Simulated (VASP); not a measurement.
Here is the system:

```yaml
crystal:
  lattice:
    - [4.07239, 0.00000, 0.00000]
    - [0.00000, 4.07239, 0.00000]
    - [0.00000, 0.00000, 4.07239]
  atoms:
    - { symbol: Cs, position: [0.00000, 0.00000, 0.00000] }
    - { symbol: Cl, position: [0.50000, 0.50000, 0.50000] }
```

Method: PBEsol GGA with spin-orbit coupling, VASP's PBE PAW potentials (set 64) (plane waves; VASP). Run with 400 eV cut-off, 6×6×6 Γ-centred mesh, Gaussian smearing of 0.050 eV, potentials Cs_sv Cl.

Question: Estimate the energy per atom (σ→0), band gap (over mesh and band path) with the smallest direct gap where there is one.

Answer: 
```json
{
  "band gap (over mesh and band path)": "5.14 eV",
  "smallest direct gap (over mesh and band path)": "5.14 eV",
  "energy per atom (σ→0)": "-3.505 eV/atom"
}
```

Total energies compare only between runs with the same potentials, cut-off and functional.

The structure comes from a measured CsCl entry (Pm-3m) of the Crystallography Open Database, whose conditions weren't checked. It was relaxed first.
